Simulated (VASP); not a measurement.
An input for Quantum ESPRESSO's pw.x (written as the equivalent of a VASP run, and not itself run):

```
&CONTROL
  calculation = 'vc-relax'
  pseudo_dir = './pseudo'
  outdir = './out'
  tprnfor = .true.
  tstress = .true.
  nstep = 30
  forc_conv_thr = 0.00039
/
&SYSTEM
  ibrav = 0
  nat = 5
  ntyp = 2
  ecutwfc = 110
  occupations = 'smearing'
  smearing = 'gaussian'
  degauss = 0.003675
  input_dft = 'pw91'
/
&ELECTRONS
  conv_thr = 7.3e-09
  electron_maxstep = 100
/
&IONS
/
&CELL
  cell_dofree = 'shape'
/
ATOMIC_SPECIES
  La 138.905 La.upf
  O 15.999 O.upf
CELL_PARAMETERS angstrom
     1.9285149   -3.3402857    0.0000000
     1.9285149    3.3402857    0.0000000
     0.0000000    0.0000000    6.0441174
ATOMIC_POSITIONS crystal
  La   0.3333330  0.6666670  0.2470207
  La   0.6666670  0.3333330  0.7529793
  O    0.0000000  0.0000000  1.0000000
  O    0.3333330  0.6666670  0.6457450
  O    0.6666670  0.3333330  0.3542550
K_POINTS automatic
  7 7 4 0 0 0
```

Task: Translate this input to VASP (INCAR, KPOINTS, POSCAR, choice of POTCAR).

Result: One answer among several that fit: 
INCAR:
```
SIGMA=0.05   ! width (eV)
ISMEAR=0   ! Gaussian
ENCUT=520
SYSTEM=La2O3
LREAL=F
EDIFFG=-0.01
LMAXMIX=6
ISIF=4   ! ions and shape, fixed volume
GGA=91
LASPH=T   ! aspherical one-centre terms
NSW=30
EDIFF=1E-7   ! SCF stop (eV)
PREC=Accurate
LWAVE=F
ALGO=Normal   ! blocked Davidson
NELM=100   ! most electronic steps
IBRION=2   ! conjugate gradients
LCHARG=F
```

**POSCAR**
```
La2O3
1
    1.9285149236    -3.3402857419     0.0000000000
    1.9285149236     3.3402857419     0.0000000000
    0.0000000000     0.0000000000     6.0441173999
La O
2 3
Direct
  0.3333330000   0.6666670000   0.2470206559
  0.6666670000   0.3333330000   0.7529793441
  0.0000000000   0.0000000000   1.0000000000
  0.3333330000   0.6666670000   0.6457449667
  0.6666670000   0.3333330000   0.3542550333
```

**KPOINTS**
```
Automatic mesh
0
Gamma
7 7 4
0 0 0
```

POTCAR, in this order: La O (PBE.64 set). Program: vasp_std.

What does not carry over: the potentials are each code's own (VASP's PAW set, PseudoDojo norm-conserving files in pw.x), so ENCUT and ecutwfc are chosen apart and not converted; conv_thr bounds pw.x's estimated SCF error, while EDIFF bounds the energy change between steps; forc_conv_thr acts on force components and is met together with etot_conv_thr.

The compound is La2O3 in the a-type structure. This cell is one point of a volume scan, at 0.94 of the reference volume. Symmetry was kept, so distortions that lower it aren't found.
